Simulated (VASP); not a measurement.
Consider the following.

```xyz
4
Lattice="3.8577 0.0000 0.0000 0.0000 3.8577 0.0000 0.0000 0.0000 4.8883" Properties=species:S:1:pos:R:3 pbc="T T T"
Sn     1.9289     0.0000     3.7261
Sn     0.0000     1.9289     1.1622
O      1.9289     1.9289     0.0000
O      0.0000     0.0000     0.0000
```

Calculation: optB88-vdW, VASP's PBE PAW potentials (set 64) (plane waves; VASP). Settings: 520 eV cut-off, Gaussian smearing of 0.050 eV, potentials Sn_d O.

Unless said otherwise, spin-orbit coupling is left out, though it shifts the bands of the heavy elements here.

Problem. Give the energies of bands 14 to 23 at the high-symmetry points, in eV from the valence-band maximum.

Solution. 
```tsv
band	Γ	X	M	Z	R	A
14	-6.45	-7.17	-8.64	-5.68	-7.30	-8.52
15	-5.79	-4.58	-4.70	-5.68	-5.03	-5.14
16	-5.79	-4.58	-4.70	-3.19	-5.03	-5.14
17	-3.13	-4.43	-2.21	-3.19	-4.40	-2.55
18	-2.85	-4.43	-2.21	-2.87	-4.40	-2.55
19	-2.85	-2.45	-1.81	-2.87	-1.56	-2.21
20	-0.01	-2.45	-1.81	-1.93	-1.56	-2.21
21	2.15	3.23	0.35	1.78	2.68	2.58
22	4.47	3.23	0.35	3.07	2.68	2.58
23	4.71	5.84	4.67	3.07	5.40	4.09
```

The gap is indirect, 0.36 eV, from the valence maximum at M-Γ at 0.89 to the conduction minimum at M.

Measured: gap 0.70 eV (computed value off by -0.34 eV), as given by David Waroquiers et al., Physical Review B (2013), arXiv:1302.6756.

The compound is SnO in the litharge structure. It was relaxed first.
